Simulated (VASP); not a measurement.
Output of a VASP run:

OSZICAR:
```
       N       E                     dE             d eps       ncg     rms          rms(c)
DAV:   1     0.792835230942E+02    0.79284E+02   -0.77907E+03  1560   0.130E+03
DAV:   2    -0.128250954982E+01   -0.80566E+02   -0.76975E+02  1655   0.250E+02
DAV:   3    -0.626436617694E+01   -0.49819E+01   -0.49585E+01  1965   0.653E+01
DAV:   4    -0.630808795754E+01   -0.43722E-01   -0.43711E-01  1685   0.654E+00
DAV:   5    -0.630833143156E+01   -0.24347E-03   -0.24347E-03  1890   0.470E-01    0.495E+00
DAV:   6    -0.603727006295E+01    0.27106E+00   -0.69152E-01  2237   0.292E+01    0.374E+00
DAV:   7    -0.602002912809E+01    0.17241E-01   -0.19432E-01  1735   0.444E+00    0.156E+00
DAV:   8    -0.602018175703E+01   -0.15263E-03   -0.42081E-03  1958   0.670E-01    0.475E-01
DAV:   9    -0.602042222550E+01   -0.24047E-03   -0.11240E-03  1770   0.296E-01    0.680E-02
DAV:  10    -0.602050966898E+01   -0.87443E-04   -0.13981E-04  1745   0.113E-01    0.177E-02
DAV:  11    -0.602052222623E+01   -0.12557E-04   -0.30843E-05  1785   0.565E-02    0.580E-03
DAV:  12    -0.602052354713E+01   -0.13209E-05   -0.38257E-06  1805   0.190E-02    0.417E-03
DAV:  13    -0.602052354040E+01    0.67396E-08   -0.60384E-07  1160   0.840E-03
   1 F= -.60205235E+01 E0= -.60205235E+01  d E =-.513928E-11
```

OUTCAR:
```
------------------------ aborting loop because EDIFF is reached ----------------------------------------
  FORCE on cell =-STRESS in cart. coord.  units (eV):
  Direction    XX          YY          ZZ          XY          YZ          ZX
  --------------------------------------------------------------------------------------
  Total        0.5780549      0.5780549      0.5780549      0.0000000      0.0000000     -0.0000000
  in kB       20.3231259     20.3231259     20.3231259      0.0000000      0.0000000     -0.0000000
  external PRESSURE =      20.3231259 kB  Pullay stress =       0.0000000 kB
  volume of cell :       45.57
      direct lattice vectors                 reciprocal lattice vectors
     0.000000000  2.835000000  2.835000000    -0.176366843  0.176366843  0.176366843
     2.835000000  0.000000000  2.835000000     0.176366843 -0.176366843  0.176366843
     2.835000000  2.835000000  0.000000000     0.176366843  0.176366843 -0.176366843
  FREE ENERGIE OF THE ION-ELECTRON SYSTEM (eV)
  ---------------------------------------------------
  free  energy   TOTEN  =        -6.0205235404 eV

  energy  without entropy=       -6.0205235404  energy(sigma->0) =       -6.02052354
```
(Selected blocks of OUTCAR.)

POSCAR:
```
ZnSe
1
    0.0000000000     2.8350000000     2.8350000000
    2.8350000000     0.0000000000     2.8350000000
    2.8350000000     2.8350000000     0.0000000000
Zn Se
1 1
Direct
  0.0000000000   0.0000000000   0.0000000000
  0.2500000000   0.2500000000   0.2500000000
```

Q: Write an INCAR and KPOINTS that could have produced this output.

A: Several could match; the one computed here: the input of the run itself, PBE GGA, plane waves, VASP's PBE PAW potentials (set 64).

**KPOINTS**
```
Automatic mesh
0
Monkhorst-Pack
  8 8 8
```

INCAR:
```
SYSTEM  =  ZnSe
PREC  =  Accurate; ENCUT  =  400; LREAL  =  .FALSE.
LASPH  =  .TRUE.
EDIFF  =  1E-6; NELM  =  100; ALGO  =  Normal
LMAXMIX  =  4
ISMEAR  =  0; SIGMA  =  0.05
GGA  =  PE
ISIF  =  2
LWAVE  =  .FALSE.; LCHARG  =  .FALSE.
```

POTCAR, in this order: Zn Se (PBE.64 set). Program: vasp_std.

The compound is ZnSe in the zinc blende structure. The cell was not relaxed at this level. The run is one of a series of settings (KPOINTS 8×8×8 Monkhorst-Pack mesh against the base run), some of them coarse on purpose.
